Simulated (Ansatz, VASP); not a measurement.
# Ta32Cu55 (Cu(111) on Ta(110), film 8.4 A thick) in two plane-wave programs

Wanted: the spread between two codes on one cell, functional and k mesh. The cell is taken from a series of runs on this material, whose earlier steps may have relaxed, scaled, displaced or heated it; both programs get it as it stands.

Calculated with Ansatz 0.2.0; plane waves, with VASP 6.6.1 beside it; PBE.

## (1) The starting structure

The cell holds 87 atoms: 32 Ta and 55 Cu. Its edges and angles: a = 6.640 Å, b = 9.390 Å, c = 31.687 Å, α = 90.0°, β = 90.0°, γ = 90.0°. It derives from Ta. As first built, before any earlier steps moved the atoms or strained the cell (in the runner's words): Cu(111) slab, 5 repeats (8.4 A between outer planes), strained in the plane by up to 3.6 % to a cell of 62 A^2 of Ta(110) (4 repeats);, lowest layers held; starting gap 2.25 A. Of 4 lateral registries the lowest after a short relaxation was kept. Relaxed with the MACE-MP-0b2 potential. Lattice constants are starting values near those of PBE. Vacuum lies along c.

## (2) Ansatz: single point, PBE

Ansatz runs on its default PAW (the set named soft_2) files.

With cell and atoms fixed, the geometry can't cause a difference; cores, projectors, grids and the points listed under the comparison can.

Input file input.yaml:

```yaml
crystal:
  lattice:
    - [6.64, 0.0, 0.0]
    - [0.0, 9.39038, 0.0]
    - [0.0, 0.0, 31.68746]
  atoms:
    - { symbol: Ta, position: [0.00133, 0.4993, 0.22244] }
    - { symbol: Ta, position: [0.24924, 0.50023, 0.29599] }
    - { symbol: Ta, position: [0.99738, 0.49965, 0.36948] }
    - { symbol: Ta, position: [0.25238, 0.49456, 0.44233] }
    - { symbol: Ta, position: [0.24892, 0.75129, 0.21986] }
    - { symbol: Ta, position: [0.49789, 0.75245, 0.29617] }
    - { symbol: Ta, position: [0.24735, 0.7495, 0.3688] }
    - { symbol: Ta, position: [0.49435, 0.75462, 0.44184] }
    - { symbol: Ta, position: [0.003, 0.00152, 0.22094] }
    - { symbol: Ta, position: [0.24891, 1.0e-05, 0.29493] }
    - { symbol: Ta, position: [0.99829, 0.99992, 0.36785] }
    - { symbol: Ta, position: [0.24718, 0.0028, 0.44085] }
    - { symbol: Ta, position: [0.2506, 0.25284, 0.22085] }
    - { symbol: Ta, position: [0.5047, 0.24935, 0.29469] }
    - { symbol: Ta, position: [0.24753, 0.24968, 0.36848] }
    - { symbol: Ta, position: [0.49783, 0.24674, 0.4411] }
    - { symbol: Ta, position: [0.49899, 0.49979, 0.2218] }
    - { symbol: Ta, position: [0.75067, 0.49721, 0.29456] }
    - { symbol: Ta, position: [0.49907, 0.50024, 0.36869] }
    - { symbol: Ta, position: [0.73448, 0.5007, 0.44197] }
    - { symbol: Ta, position: [0.74869, 0.75207, 0.22076] }
    - { symbol: Ta, position: [0.99752, 0.75121, 0.295] }
    - { symbol: Ta, position: [0.74969, 0.75071, 0.36973] }
    - { symbol: Ta, position: [0.01145, 0.74976, 0.44264] }
    - { symbol: Ta, position: [0.50549, 0.99909, 0.22017] }
    - { symbol: Ta, position: [0.74579, 0.00186, 0.29487] }
    - { symbol: Ta, position: [0.49873, 0.00013, 0.36858] }
    - { symbol: Ta, position: [0.75583, 0.00101, 0.44106] }
    - { symbol: Ta, position: [0.75307, 0.25226, 0.22046] }
    - { symbol: Ta, position: [0.99935, 0.24838, 0.29454] }
    - { symbol: Ta, position: [0.74863, 0.25006, 0.36799] }
    - { symbol: Ta, position: [0.98944, 0.25017, 0.4408] }
    - { symbol: Cu, position: [0.90915, 0.7529, 0.50821] }
    - { symbol: Cu, position: [0.87845, 0.91124, 0.57047] }
    - { symbol: Cu, position: [0.73817, 0.78907, 0.63682] }
    - { symbol: Cu, position: [0.96338, 0.76038, 0.70288] }
    - { symbol: Cu, position: [0.91304, 0.91296, 0.76788] }
    - { symbol: Cu, position: [0.2015, 0.58242, 0.50694] }
    - { symbol: Cu, position: [0.14997, 0.72778, 0.57229] }
    - { symbol: Cu, position: [0.01048, 0.60582, 0.63791] }
    - { symbol: Cu, position: [0.23575, 0.57781, 0.7034] }
    - { symbol: Cu, position: [0.18644, 0.73125, 0.76835] }
    - { symbol: Cu, position: [0.57074, 0.65271, 0.50506] }
    - { symbol: Cu, position: [0.51413, 0.81266, 0.57081] }
    - { symbol: Cu, position: [0.37365, 0.69744, 0.63745] }
    - { symbol: Cu, position: [0.5996, 0.66924, 0.70298] }
    - { symbol: Cu, position: [0.54996, 0.82229, 0.76798] }
    - { symbol: Cu, position: [0.86426, 0.47657, 0.50573] }
    - { symbol: Cu, position: [0.78897, 0.62933, 0.57289] }
    - { symbol: Cu, position: [0.64547, 0.514, 0.63771] }
    - { symbol: Cu, position: [0.87145, 0.48641, 0.7032] }
    - { symbol: Cu, position: [0.8228, 0.63997, 0.76837] }
    - { symbol: Cu, position: [0.13917, 0.3038, 0.50261] }
    - { symbol: Cu, position: [0.06758, 0.45049, 0.57218] }
    - { symbol: Cu, position: [0.91805, 0.33286, 0.63643] }
    - { symbol: Cu, position: [0.14322, 0.3045, 0.70267] }
    - { symbol: Cu, position: [0.09478, 0.45734, 0.76848] }
    - { symbol: Cu, position: [0.48715, 0.39973, 0.50149] }
    - { symbol: Cu, position: [0.42531, 0.54183, 0.57184] }
    - { symbol: Cu, position: [0.28293, 0.42345, 0.63766] }
    - { symbol: Cu, position: [0.50738, 0.39568, 0.70326] }
    - { symbol: Cu, position: [0.45889, 0.54897, 0.76867] }
    - { symbol: Cu, position: [0.74941, 0.21116, 0.49846] }
    - { symbol: Cu, position: [0.70027, 0.3602, 0.56951] }
    - { symbol: Cu, position: [0.55549, 0.24306, 0.63628] }
    - { symbol: Cu, position: [0.77974, 0.21459, 0.70245] }
    - { symbol: Cu, position: [0.73065, 0.36655, 0.76848] }
    - { symbol: Cu, position: [0.00873, 0.0224, 0.49847] }
    - { symbol: Cu, position: [0.97398, 0.18073, 0.56715] }
    - { symbol: Cu, position: [0.82858, 0.06344, 0.63569] }
    - { symbol: Cu, position: [0.05295, 0.03357, 0.70216] }
    - { symbol: Cu, position: [0.00277, 0.18482, 0.76806] }
    - { symbol: Cu, position: [0.38568, 0.11435, 0.50249] }
    - { symbol: Cu, position: [0.34057, 0.27093, 0.56987] }
    - { symbol: Cu, position: [0.19109, 0.15236, 0.6354] }
    - { symbol: Cu, position: [0.4162, 0.12352, 0.70201] }
    - { symbol: Cu, position: [0.3667, 0.2753, 0.76816] }
    - { symbol: Cu, position: [0.63457, 0.92577, 0.50378] }
    - { symbol: Cu, position: [0.6099, 0.09057, 0.56865] }
    - { symbol: Cu, position: [0.46503, 0.97127, 0.6356] }
    - { symbol: Cu, position: [0.69004, 0.94247, 0.70207] }
    - { symbol: Cu, position: [0.63956, 0.09415, 0.76775] }
    - { symbol: Cu, position: [0.27862, 0.83751, 0.50093] }
    - { symbol: Cu, position: [0.24327, 0.99719, 0.56852] }
    - { symbol: Cu, position: [0.10111, 0.8814, 0.63669] }
    - { symbol: Cu, position: [0.32676, 0.85169, 0.70242] }
    - { symbol: Cu, position: [0.27614, 0.00362, 0.76779] }
kpoints:
  mp_grid: { grid: [3, 2, 1] }
hamiltonian:
  xc: pbe
scf:
  occupations: { method: fermi_dirac, width: 0.1 }
output:
  forces: true
  eigenvalues: true
```

On the command line:

```
> ansatz run input.yaml --threads 11 --pin off --max-ram 102400MiB --backend cuda --events-out ev --progress --plain --runs-dir out
```

Numbers of over 12 decimals in the logs are rounded to 6 here.

Output:

```text
Engine: ansatz 0.2.0, x86_64-unknown-linux-gnu
Pseudopotentials: kind: paw
Pseudopotential: Ta, paw, valence charge 13, recommended cutoff 420 eV (normal), Ta.paw.azcp
Pseudopotential: Cu, paw, valence charge 19, recommended cutoff 420 eV (normal), Cu.paw.azcp
Functional definition: PBE
  parameter kappa = 0.804
  parameter beta = 0.066725
  exchange = pbe_x(kappa = kappa, mu = beta*pi^2/3)
  correlation = pbe_c(beta = beta)
device memory: the entry about to start is reckoned to put 41.0 GiB on a device that reports 78.6 GiB free
GPU FFT provider: cuFFT
GPU libraries: cuBLAS 13.8.2, cuFFT 12.4.0, cuSOLVER 12.3.4
Crystal: 87 atoms, lattice volume = 1975.780 Å³
Basis set: ecut = 420 eV, 38569 PW (Γ), exchange–correlation on 90×128×432 points (8 copies of the dense FFT grid, shifted against one another)
Bands: 877, of which v1, the nominal top of the filled ones, is band 731 counted from 1 (730 counted from 0)
Symmetry: 1 space group operations
Space group: P1 (ITA 1), of the structure as read, at distance tolerance 1.3e-4 Å
k-points: 4 of 6 (time reversal used)
Non-local potential: Ta, projectors of the file, l = 0: 3, l = 1: 2, l = 2: 2, l = 3: 1
Non-local potential: Cu, projectors of the file, l = 0: 3, l = 1: 2, l = 2: 3, l = 3: 1
PAW form: soft (Blöchl's): semilocal exchange-correlation on the pseudo side does not see the compensation charge
PAW one-centre angular grid: Ta, 590 points (default); XC on 64 Gauss nodes
PAW one-centre angular grid: Cu, 590 points (default); XC on 64 Gauss nodes
Initial density: superposition of atomic densities (neutral atoms: chi_scale 0, normalization atom), corrected by the library's trained network
Initial wavefunctions: pseudopotential atomic-orbital guess
GPU buffer pool allocated for 622080 grid points (all kernels)
GPU transforms: local potential and band sums: pruned to the plane-wave sphere, on 45×64×216
Functional: x = pbe(κ = 0.804, μ = 0.219515), c = pbe(β = 0.066725)
SCF iter   1: F=—  HF=-682196.069024 eV  |F-HF|=—  |Δ(HF+E_count)|=         —  Δρ=1.16e-2  dr2=1.18e2  ethr=1.77e-3  ⟨swp⟩=7.0  Hψ=12915  notcnv=0  defer=54
preconditioner: auto → LDOS  [metal: Δε(μ)=0.008 eV  Ē_g=6.032 eV  σ=0.100 eV  W_gap=0.02  n_scr=580 (ndim 8)  ℏωp=23.1 eV  f_vac=0.354  D(μ)=53.29/eV (n_scr^D=352)  β→1.0]
SCF iter   2: F=—  HF=-682194.805656 eV  |F-HF|=—  |Δ(HF+E_count)|=    1.26e0  Δρ=2.88e-3  dr2=1.26e0  ethr=1.77e-3  ⟨swp⟩=1.2  Hψ=4037  notcnv=0  defer=247
SCF iter   3: F=—  HF=-682194.888741 eV  |F-HF|=—  |Δ(HF+E_count)|=   8.31e-2  Δρ=4.11e-3  dr2=2.23e-1  ethr=8.59e-5  ⟨swp⟩=2.0  Hψ=4776  notcnv=0  defer=319
SCF iter   4: F=—  HF=-682194.875610 eV  |F-HF|=—  |Δ(HF+E_count)|=   1.31e-2  Δρ=2.83e-3  dr2=1.72e-1  ethr=1.53e-5  ⟨swp⟩=2.0  Hψ=6108  notcnv=0  defer=319
SCF iter   5: F=—  HF=-682194.872256 eV  |F-HF|=—  |Δ(HF+E_count)|=   3.35e-3  Δρ=7.33e-4  dr2=1.18e-2  ethr=1.18e-5  ⟨swp⟩=2.0  Hψ=4067  notcnv=0  defer=319
SCF iter   6: F=—  HF=-682194.831609 eV  |F-HF|=—  |Δ(HF+E_count)|=   4.06e-2  Δρ=2.95e-4  dr2=1.47e-3  ethr=8.06e-7  ⟨swp⟩=2.0  Hψ=4682  notcnv=0  defer=319
SCF iter   7: F=—  HF=-682194.837944 eV  |F-HF|=—  |Δ(HF+E_count)|=   6.33e-3  Δρ=6.05e-5  dr2=7.87e-5  ethr=1.00e-7  ⟨swp⟩=2.0  Hψ=4681  notcnv=0  defer=319
SCF iter   8: F=—  HF=-682194.848699 eV  |F-HF|=—  |Δ(HF+E_count)|=   1.08e-2  Δρ=4.36e-5  dr2=3.34e-5  ethr=5.39e-9  ⟨swp⟩=2.0  Hψ=6450  notcnv=0  defer=307
SCF iter   9: F=—  HF=-682194.848703 eV  |F-HF|=—  |Δ(HF+E_count)|=   3.93e-6  Δρ=1.62e-5  dr2=6.28e-6  ethr=2.29e-9  ⟨swp⟩=2.0  Hψ=4874  notcnv=0  defer=307
SCF iter  10: F=—  HF=-682194.848707 eV  |F-HF|=—  |Δ(HF+E_count)|=   4.06e-6  Δρ=6.90e-6  dr2=1.44e-6  ethr=4.30e-10  ⟨swp⟩=2.0  Hψ=4681  notcnv=0  defer=307
SCF iter  11: F=—  HF=-682194.848709 eV  |F-HF|=—  |Δ(HF+E_count)|=   2.14e-6  Δρ=3.91e-6  dr2=3.43e-7  ethr=9.88e-11  ⟨swp⟩=2.2  Hψ=4746  notcnv=0  defer=307
SCF iter  12: F=-682194.848709 eV  HF=-682194.848709 eV  |F-HF|=1.07e-8  |Δ(HF+E_count)|=   5.46e-7  Δρ=1.19e-6  dr2=4.42e-8  ethr=6.84e-12  ⟨swp⟩=13.8  Hψ=16162  notcnv=0
SCF 1 converged in 12 iterations: F = -682194.848709 eV  dr2 = 4.42e-8
  greatest PAW one-centre occupation: 1.000 electrons in one spin orbital (limit 2), on the Cu atom at site 61 (counted from 0), in its partial waves of l = 0
SCF converged after 12 iterations
Free energy (F): -682194.848709 eV
Harris-Foulkes:  -682194.848709 eV  (|F-HF|=1.07e-8)
Internal energy: -682192.909931 eV  (E = F + TS)
E sigma→0 (E₀):  -682193.879320 eV
Entropy (-TS):   -1.938778 eV (-22.285 meV/atom)
Fermi energy:    9.286204 eV
--- Per-component energies (eV) ---
  E_band       = -34993.556450
  E_kinetic    = 28200.061767
  E_local      = -3540084.158879  (includes V_loc(G=0)·N_el)
  E_nonlocal   = 21911.464100
  E_hartree    = 1748147.989940
  E_xc         = -11902.877898
  E_vxc        = -12867.437466  (∫ρ·V_xc dr)
  E_paw        = -360141.703207  (= ΣΔE_a)
[...]
k-point 3: bands = [... 727 lower, 9.0534, 9.0928, 9.1171, 9.1334, 9.1588, 9.1772, 9.2098, 9.2360, ... 142 higher]
```

In the SCF lines HF is the Harris–Foulkes energy and dr2 the Hartree energy of the density residual, in eV; the loop may stop once dr2 is under the threshold and the program's other checks hold. Hψ counts applications of the Hamiltonian.

## (3) VASP: single point, PBE

The same cell, functional, mesh and smearing now go to VASP, with its own data sets.

Lines of VASP's logs that name or quote its potential files are left out, and so is its time.

Input file INCAR:

```
SYSTEM = Ta32Cu55
PREC = Accurate
ENCUT = 520
EDIFF = 1E-06
NELM = 120
ISMEAR = -1
SIGMA = 0.1
LREAL = Auto
ALGO = Normal
GGA = PE
NBANDS = 560
LASPH = .TRUE.
LORBIT = 11
LWAVE = .FALSE.
LCHARG = .FALSE.
ISIF = 2
GGA_COMPAT = .FALSE.
KPAR = 4
```

Input file POSCAR:

```
Ta32Cu55
1.0
    6.6400000000      0.0000000000      0.0000000000
    0.0000000000      9.3903800000      0.0000000000
    0.0000000000      0.0000000000     31.6874600000
Ta Cu
32 55
Direct
    0.0013300000      0.4993000000      0.2224400000
    0.2492400000      0.5002300000      0.2959900000
    0.9973800000      0.4996500000      0.3694800000
    0.2523800000      0.4945600000      0.4423300000
    0.2489200000      0.7512900000      0.2198600000
    0.4978900000      0.7524500000      0.2961700000
    0.2473500000      0.7495000000      0.3688000000
    0.4943500000      0.7546200000      0.4418400000
    0.0030000000      0.0015200000      0.2209400000
    0.2489100000      0.0000100000      0.2949300000
    0.9982900000      0.9999200000      0.3678500000
    0.2471800000      0.0028000000      0.4408500000
    0.2506000000      0.2528400000      0.2208500000
    0.5047000000      0.2493500000      0.2946900000
    0.2475300000      0.2496800000      0.3684800000
    0.4978300000      0.2467400000      0.4411000000
    0.4989900000      0.4997900000      0.2218000000
    0.7506700000      0.4972100000      0.2945600000
    0.4990700000      0.5002400000      0.3686900000
    0.7344800000      0.5007000000      0.4419700000
    0.7486900000      0.7520700000      0.2207600000
    0.9975200000      0.7512100000      0.2950000000
    0.7496900000      0.7507100000      0.3697300000
    0.0114500000      0.7497600000      0.4426400000
    0.5054900000      0.9990900000      0.2201700000
    0.7457900000      0.0018600000      0.2948700000
    0.4987300000      0.0001300000      0.3685800000
    0.7558300000      0.0010100000      0.4410600000
    0.7530700000      0.2522600000      0.2204600000
    0.9993500000      0.2483800000      0.2945400000
    0.7486300000      0.2500600000      0.3679900000
    0.9894400000      0.2501700000      0.4408000000
    0.9091500000      0.7529000000      0.5082100000
    0.8784500000      0.9112400000      0.5704700000
    0.7381700000      0.7890700000      0.6368200000
    0.9633800000      0.7603800000      0.7028800000
    0.9130400000      0.9129600000      0.7678800000
    0.2015000000      0.5824200000      0.5069400000
    0.1499700000      0.7277800000      0.5722900000
    0.0104800000      0.6058200000      0.6379100000
    0.2357500000      0.5778100000      0.7034000000
    0.1864400000      0.7312500000      0.7683500000
    0.5707400000      0.6527100000      0.5050600000
    0.5141300000      0.8126600000      0.5708100000
    0.3736500000      0.6974400000      0.6374500000
    0.5996000000      0.6692400000      0.7029800000
    0.5499600000      0.8222900000      0.7679800000
    0.8642600000      0.4765700000      0.5057300000
    0.7889700000      0.6293300000      0.5728900000
    0.6454700000      0.5140000000      0.6377100000
    0.8714500000      0.4864100000      0.7032000000
    0.8228000000      0.6399700000      0.7683700000
    0.1391700000      0.3038000000      0.5026100000
    0.0675800000      0.4504900000      0.5721800000
    0.9180500000      0.3328600000      0.6364300000
    0.1432200000      0.3045000000      0.7026700000
    0.0947800000      0.4573400000      0.7684800000
    0.4871500000      0.3997300000      0.5014900000
    0.4253100000      0.5418300000      0.5718400000
    0.2829300000      0.4234500000      0.6376600000
    0.5073800000      0.3956800000      0.7032600000
    0.4588900000      0.5489700000      0.7686700000
    0.7494100000      0.2111600000      0.4984600000
    0.7002700000      0.3602000000      0.5695100000
    0.5554900000      0.2430600000      0.6362800000
    0.7797400000      0.2145900000      0.7024500000
    0.7306500000      0.3665500000      0.7684800000
    0.0087300000      0.0224000000      0.4984700000
    0.9739800000      0.1807300000      0.5671500000
    0.8285800000      0.0634400000      0.6356900000
    0.0529500000      0.0335700000      0.7021600000
    0.0027700000      0.1848200000      0.7680600000
    0.3856800000      0.1143500000      0.5024900000
    0.3405700000      0.2709300000      0.5698700000
    0.1910900000      0.1523600000      0.6354000000
    0.4162000000      0.1235200000      0.7020100000
    0.3667000000      0.2753000000      0.7681600000
    0.6345700000      0.9257700000      0.5037800000
    0.6099000000      0.0905700000      0.5686500000
    0.4650300000      0.9712700000      0.6356000000
    0.6900400000      0.9424700000      0.7020700000
    0.6395600000      0.0941500000      0.7677500000
    0.2786200000      0.8375100000      0.5009300000
    0.2432700000      0.9971900000      0.5685200000
    0.1011100000      0.8814000000      0.6366900000
    0.3267600000      0.8516900000      0.7024200000
    0.2761400000      0.0036200000      0.7677900000
```

Input file KPOINTS:

```
Automatic mesh
0
Gamma
3 2 1
0 0 0
```

The projector-augmented-wave data sets are Ta_pv and Cu (PBE family, release 64).

On the command line:

```
> mpirun -np 8 vasp_std
```

Output:

```text
[banner, memory and clock lines left out]
running    8 mpi-ranks, on    1 nodes
[...]
|                                                                             |
|           W    W    AA    RRRRR   N    N  II  N    N   GGGG   !!!           |
|           W    W   A  A   R    R  NN   N  II  NN   N  G    G  !!!           |
|           W    W  A    A  R    R  N N  N  II  N N  N  G       !!!           |
|           W WW W  AAAAAA  RRRRR   N  N N  II  N  N N  G  GGG   !            |
|           WW  WW  A    A  R   R   N   NN  II  N   NN  G    G                |
|           W    W  A    A  R    R  N    N  II  N    N   GGGG   !!!           |
|                                                                             |
|     For optimal performance we recommend to set                             |
|       NCORE = 2 up to number-of-cores-per-socket                            |
|     NCORE specifies how many cores store one orbital (NPAR=cpu/NCORE).      |
|     This setting can greatly improve the performance of VASP for DFT.       |
|     The default, NCORE=1 might be grossly inefficient on modern             |
|     multi-core architectures or massively parallel machines. Do your        |
|     Unfortunately you need to use the default for GW and RPA                |
|     calculations (for HF NCORE is supported but not extensively tested      |
|     yet).                                                                   |
|                                                                             |

 LDA part: xc-table for (Slater+PW92), standard interpolation
 POSCAR, INCAR and KPOINTS ok, starting setup
[...]
entering main loop
       N       E                     dE             d eps       ncg     rms          rms(c)
DAV:   1     0.125708156415E+05    0.12571E+05   -0.42260E+05  4544   0.224E+03
DAV:   2     0.173869607130E+04   -0.10832E+05   -0.10468E+05  4480   0.633E+02
DAV:   3    -0.294185989830E+03   -0.20329E+04   -0.18938E+04  4480   0.288E+02
DAV:   4    -0.633076165107E+03   -0.33889E+03   -0.28432E+03  6968   0.109E+02
[...]
DAV:  46    -0.561317147282E+03   -0.10584E-05   -0.25804E-07  2536   0.209E-03    0.742E-04
DAV:  47    -0.561317148620E+03   -0.13384E-05   -0.13581E-07  2728   0.118E-03    0.500E-04
DAV:  48    -0.561317149366E+03   -0.74533E-06   -0.82460E-08  2568   0.106E-03
   1 F= -.56131715E+03 E0= -.56035022E+03  d E =-.193386E+01
```

OUTCAR, selected parts (step 3):

```text
  FREE ENERGIE OF THE ION-ELECTRON SYSTEM (eV)
  ---------------------------------------------------
  free  energy   TOTEN  =      -561.3171493658 eV

  energy  without entropy=     -559.3832846093  energy(sigma->0) =     -560.35021699
```

## (4) Side by side

Known differences besides the potentials themselves: the data sets hold 1461 valence electrons in Ansatz (on its default PAW (the set named soft_2) files) and 957 in VASP; the cutoff is 420 eV in Ansatz and 520 eV in VASP (PREC = Accurate, projectors in real space). Total energies have different zeros and are not compared.

Forces on 7 of the 87 atoms, those with the largest forces and the largest differences (eV/Å; atoms numbered as in POSCAR):

```tsv
atom	Ansatz x, y, z	VASP x, y, z
Ta4	0.161, -0.598, -4.085	0.167, -0.608, -4.154
Ta8	-0.093, 0.461, -3.975	-0.096, 0.468, -4.032
Ta20	-0.825, 0.180, -4.250	-0.842, 0.189, -4.328
Ta24	0.778, -0.049, -4.393	0.795, -0.055, -4.481
Ta28	0.301, 0.351, -4.054	0.311, 0.359, -4.114
Ta32	-0.462, -0.253, -4.079	-0.474, -0.258, -4.143
Cu33	-1.319, 0.037, 3.642	-1.340, 0.038, 3.713
```

The forces differ by 15 meV/Å r.m.s., which is 1.5 % of the r.m.s. force of 0.978 eV/Å (both taken over all components). Where the cell holds vacuum, a pressure given here is an average over it and none of the material.

## (5) Outcome

| Property | Result |
| --- | --- |
| r.m.s. force difference (single point, PBE) | 1.5 % of the r.m.s. force |

In words: The r.m.s. force difference is 1.5 % of the r.m.s. force (single point, PBE), within the 3 % picked in this series as the mark of a large difference. The data sets hold unlike numbers of valence electrons (1461 in Ansatz and 957 in VASP), so part of the differences may come from the potentials. How closely two codes agree says nothing of how well the functional describes the real material.

[Lines on the potential files, build, host, timing and source positions are cut from VASP's logs without a mark.]

[Logs are printed without paths, hosts, clocks, repeated set-up lines and the standing remarks that a program may print on its own settings, such as how far it seeks lower states.]

[Hosts, paths, dates, database ids (printed as entryN), source tags and the programs' standing remarks are cut or masked in the printed files.]
